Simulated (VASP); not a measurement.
Output of a VASP run:

File OUTCAR:
```
 ion  position               nearest neighbor table
   1  0.000  0.000  0.000-   2 2.56   3 2.56   3 2.56   2 2.56   3 2.56   2 2.56
   2  0.333  0.667  0.255-   1 2.56   1 2.56   1 2.56
   3  0.667  0.333  0.745-   1 2.56   1 2.56   1 2.56
  LATTYP: Found a hexagonal cell.
 ALAT       =     3.8045997824
 C/A-ratio  =     1.3619303728
 Subroutine PRICEL returns:
 Original cell was already a primitive cell.
 Subroutine GETGRP returns: Found 12 space group operations
The static configuration has the point symmetry D_3d.
The dynamic configuration has the point symmetry D_3d.
 Subroutine INISYM returns: Found 12 space group operations
 Subroutine IBZKPT returns following result:
 Found     24 irreducible k-points:

 Following reciprocal coordinates:
            Coordinates               Weight
  0.000000  0.000000  0.000000      1.000000
  0.166667  0.000000  0.000000      6.000000
  0.333333 -0.000000  0.000000      6.000000
  0.500000  0.000000  0.000000      3.000000
  0.166667  0.166667  0.000000      6.000000
  0.333333  0.166667  0.000000     12.000000
  0.333333  0.333333  0.000000      2.000000
  0.000000  0.000000  0.250000      2.000000
  0.166667  0.000000  0.250000      6.000000
  0.000000  0.166667  0.250000      6.000000
  0.333333 -0.000000  0.250000      6.000000
 -0.000000  0.333333  0.250000      6.000000
  0.500000  0.000000  0.250000      6.000000
  0.166667  0.166667  0.250000     12.000000
  0.333333  0.166667  0.250000     12.000000
 -0.166667  0.500000  0.250000     12.000000
  0.333333  0.333333  0.250000      4.000000
  0.000000  0.000000  0.500000      1.000000
  0.166667  0.000000  0.500000      6.000000
  0.333333 -0.000000  0.500000      6.000000
  0.500000  0.000000  0.500000      3.000000
  0.166667  0.166667  0.500000      6.000000
  0.333333  0.166667  0.500000     12.000000
  0.333333  0.333333  0.500000      2.000000
   k-points           NKPTS =     24   k-points in BZ     NKDIM =     24   number of bands    NBANDS=     15
   number of dos      NEDOS =    301   number of ions     NIONS =      3
   total plane-waves  NPLWV =  31360
   dimension x,y,z NGX =    28 NGY =   28 NGZ =   40
   dimension x,y,z NGXF=    56 NGYF=   56 NGZF=   80
   ions per type =               1   2
   PREC   = accura    normal or accurate (medium, high low for compatibility)
   ISTART =      0    job   : 0-new  1-cont  2-samecut
   ICHARG =      2    charge: 1-file 2-atom 10-const
   ISPIN  =      1    spin polarized calculation?
   LNONCOLLINEAR =      F non collinear calculations
   LSORBIT =      F    spin-orbit coupling
   INIWAV =      1    electr: 0-lowe 1-rand  2-diag
   ENCUT  =  520.0 eV  38.22 Ry    6.18 a.u.   7.07  7.07  9.63*2*pi/ulx,y,z
   NELM   =    100;   NELMIN=  2; NELMDL= -5     # of ELM steps
   EDIFF  = 0.1E-05   stopping-criterion for ELM
   LREAL  =      F    real-space projection
   NLSPLINE    = F    spline interpolate recip. space projectors
   LMAXMIX     =    6 max onsite mixed and CHGCAR
   VOSKOWN=      0    Vosko Wilk Nusair interpolation
   EDIFFG = 0.1E-04   stopping-criterion for IOM
   NSW    =      0    number of steps for IOM
   NBLOCK =      1;   KBLOCK =      1    inner block; outer block
   IBRION =     -1    ionic relax: 0-MD 1-quasi-New 2-CG
   NFREE  =      0    steps in history (QN), initial steepest desc. (CG)
   ISIF   =      2    stress and relaxation
   ISYM   =      2    0-nonsym 1-usesym 2-fastsym
   TEIN   =    0.0    initial temperature
   TEBEG  =    0.0;   TEEND  =   0.0 temperature during run
   SMASS  =  -3.00    Nose mass-parameter (am)
   PSTRESS=    0.0 pullay stress
   NELECT =      22.0000    total number of electrons
   EFERMI =   0.00;   METHOD = LEGACY
   ISMEAR =     0;   SIGMA  =   0.05  broadening in eV -4-tet -1-fermi 0-gaus
   IALGO  =     38    algorithm
   LDIAG  =      T    sub-space diagonalisation (order eigenvalues)
   IMIX   =      4    mixing-type and parameters
     AMIX     =   0.40;   BMIX     =  1.00
...
```

**OSZICAR**
```
       N       E                     dE             d eps       ncg     rms          rms(c)
DAV:   1     0.110855063144E+03    0.11086E+03   -0.10289E+04   720   0.129E+03
DAV:   2    -0.982507900032E+01   -0.12068E+03   -0.11877E+03   923   0.229E+02
DAV:   3    -0.149314181442E+02   -0.51063E+01   -0.50721E+01   867   0.508E+01
DAV:   4    -0.150208081321E+02   -0.89390E-01   -0.89370E-01   909   0.640E+00
DAV:   5    -0.150228568916E+02   -0.20488E-02   -0.20487E-02   909   0.878E-01    0.105E+01
DAV:   6    -0.145218080416E+02    0.50105E+00   -0.54135E+00   727   0.224E+01    0.646E+00
DAV:   7    -0.142689470384E+02    0.25286E+00   -0.10136E+00   727   0.107E+01    0.295E+00
DAV:   8    -0.142553006406E+02    0.13646E-01   -0.85965E-02   776   0.196E+00    0.866E-01
DAV:   9    -0.142516148755E+02    0.36858E-02   -0.13849E-02   790   0.124E+00    0.219E-01
DAV:  10    -0.142517804364E+02   -0.16556E-03   -0.19188E-03   804   0.398E-01    0.545E-02
DAV:  11    -0.142517300174E+02    0.50419E-04   -0.22200E-04   846   0.155E-01    0.146E-02
DAV:  12    -0.142517388416E+02   -0.88242E-05   -0.40842E-05   783   0.456E-02    0.770E-03
DAV:  13    -0.142517388327E+02    0.88480E-08   -0.23320E-06   871   0.126E-02
   1 F= -.14251739E+02 E0= -.14250503E+02  d E =-.247122E-02
```

**OUTCAR**
```
------------------------ aborting loop because EDIFF is reached ----------------------------------------
  FORCE on cell =-STRESS in cart. coord.  units (eV):
  Direction    XX          YY          ZZ          XY          YZ          ZX
  --------------------------------------------------------------------------------------
  Total       -0.9682380     -0.9682378     -0.8102181      0.0000000      0.0000000      0.0000000
  in kB      -23.8825225    -23.8825188    -19.9848098      0.0000000      0.0000000      0.0000000
  external PRESSURE =     -22.5832837 kB  Pullay stress =       0.0000000 kB
  volume of cell :       64.95
      direct lattice vectors                 reciprocal lattice vectors
     1.902300000 -3.294880000  0.000000000     0.262839720 -0.151750595  0.000000000
     1.902300000  3.294880000  0.000000000     0.262839720  0.151750595  0.000000000
     0.000000000  0.000000000  5.181600000     0.000000000  0.000000000  0.192990582
 POSITION                                       TOTAL-FORCE (eV/Angst)
 -----------------------------------------------------------------------------------
      0.00000      0.00000      0.00000        -0.000000      0.000000      0.000000
      1.90230      1.09830      1.32131         0.000000     -0.000000     -0.441466
      1.90230     -1.09830      3.86029        -0.000000      0.000000      0.441466
 -----------------------------------------------------------------------------------
    total drift:                                0.000000     -0.000000      0.000000
  FREE ENERGIE OF THE ION-ELECTRON SYSTEM (eV)
  ---------------------------------------------------
  free  energy   TOTEN  =       -14.2517388327 eV

  energy  without entropy=      -14.2492676126  energy(sigma->0) =      -14.25050322
```
(Selected blocks of OUTCAR.)

### POSCAR
```
PtSe2
1
    1.9023000000    -3.2948800000     0.0000000000
    1.9023000000     3.2948800000     0.0000000000
    0.0000000000     0.0000000000     5.1816000000
Pt Se
1 2
Direct
  0.0000000000   0.0000000000   0.0000000000
  0.3333330000   0.6666670000   0.2550000000
  0.6666670000   0.3333330000   0.7450000000
```

Q: Reconstruct the remaining input files.

A: One answer among several that fit: the input of the run itself, PBE GGA, plane waves, VASP's PBE PAW potentials (set 64).

### INCAR
```
! general
SYSTEM =PtSe2
PREC   =Accurate
ENCUT  =520
LREAL  =.FALSE.
LASPH  =.TRUE.

! electronic loop
EDIFF  =1E-6
NELM   =100
ALGO   =Normal
LMAXMIX=6

! smearing
ISMEAR =0
SIGMA  =0.05

! functional
GGA    =PE

! ions
ISIF   =2

! output
LWAVE  =.FALSE.
LCHARG =.FALSE.
```

**KPOINTS**
```
Automatic mesh
0
Gamma
6 6 4
0 0 0
```

POTCAR, in this order: Pt Se_GW (PBE.64 set). Program: vasp_std.

The compound is PtSe2 in the 1T layered structure. The cell was not relaxed at this level. The k-mesh is coarse (spacing up to 0.32 per Å, 2π included), so the numbers may not be converged in it. The run is one of a series of settings (ENCUT = 520, POTCAR Pt Se_GW (PBE.64 set) against the base run), some of them coarse on purpose.
